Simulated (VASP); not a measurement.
VASP runs on MoSi2 (space group P1) share one base input (PBE GGA, plane waves, VASP's PBE PAW potentials (set 64)) and change the settings named in each case.

POSCAR:
```
MoSi2
1
   -1.6050000000     1.6050000000     3.9250000000
    1.6050000000    -1.6050000000     3.9250000000
    1.6050000000     1.6050000000    -3.9250000000
Si Mo
2 1
Direct
  0.6549790000   0.6721850000   0.0056340000
  0.3435790000   0.3484550000   0.0283120000
  0.0014420000  -0.0206400000  -0.0339460000
```

INCAR:
```
ISIF  =  2   # forces and stress, cell fixed
EDIFF  =  1E-6
LCHARG  =  .FALSE.
GGA  =  PE   # PBE
SYSTEM  =  MoSi2
LMAXMIX  =  4   # l cut-off of mixed one-centre charges
ENCUT  =  300
NELM  =  100   # most electronic steps
SIGMA  =  0.1   # width (eV)
ISMEAR  =  -1   # Fermi-Dirac
PREC  =  Accurate
ALGO  =  Normal   # blocked Davidson
LASPH  =  .TRUE.   # aspherical one-centre terms
LWAVE  =  .FALSE.
LREAL  =  .FALSE.   # projection in real space or not
```

**KPOINTS**
```
Automatic mesh
0
Gamma
5 5 7
0 0 0
```

POTCAR, in this order: Si Mo_sv (PBE.64 set). Program: vasp_std.

```json
[
 {"change": "base run", "E(σ→0) (eV/atom)": "-7.6984", "pressure (GPa)": "3.56", "largest force (eV/Å)": "1.716", "−TS (eV)": "-0.0089"},
 {"change": "GGA removed, POTCAR Si Mo_sv (LDA.64 set)", "E(σ→0) (eV/atom)": "-8.5483", "pressure (GPa)": "(withheld)", "largest force (eV/Å)": "(withheld)", "−TS (eV)": "-0.0089"},
 {"change": "GGA_COMPAT = .FALSE., LNONCOLLINEAR = .TRUE., LSORBIT = .TRUE., MAGMOM = 0.0 0.0 0.0 0.0 0.0 0.0 0.0 0.0 0.0, program vasp_ncl", "E(σ→0) (eV/atom)": "-7.7312", "pressure (GPa)": "(withheld)", "largest force (eV/Å)": "(withheld)", "−TS (eV)": "-0.0089"},
 {"change": "KPOINTS 1×1×1 Γ-centred mesh", "E(σ→0) (eV/atom)": "-5.2571", "pressure (GPa)": "27.71", "largest force (eV/Å)": "2.034", "−TS (eV)": "-0.1893"}
]
```

**Question.** What belongs in the gaps?

**Answer.** 
- GGA removed, POTCAR Si Mo_sv (LDA.64 set), pressure (GPa): -4.46
- GGA removed, POTCAR Si Mo_sv (LDA.64 set), largest force (eV/Å): 1.596
- GGA_COMPAT = .FALSE., LNONCOLLINEAR = .TRUE., LSORBIT = .TRUE., MAGMOM = 0.0 0.0 0.0 0.0 0.0 0.0 0.0 0.0 0.0, program vasp_ncl, pressure (GPa): 3.55
- GGA_COMPAT = .FALSE., LNONCOLLINEAR = .TRUE., LSORBIT = .TRUE., MAGMOM = 0.0 0.0 0.0 0.0 0.0 0.0 0.0 0.0 0.0, program vasp_ncl, largest force (eV/Å): 1.715

Energies of different potentials or functionals have different zeros.  At 300 eV the pressure can carry a Pulay error.

Left out are runs that ran out of time, are held back, or changed the cell or the kind of run, fixed moments of cells without a moment, rows past the twelfth, gaps on odd meshes, pressures of charged cells and columns that move by less than the noise.

The structure is a typed MoSi2 crystal. The cell was not relaxed at this level, its atoms were moved at random.
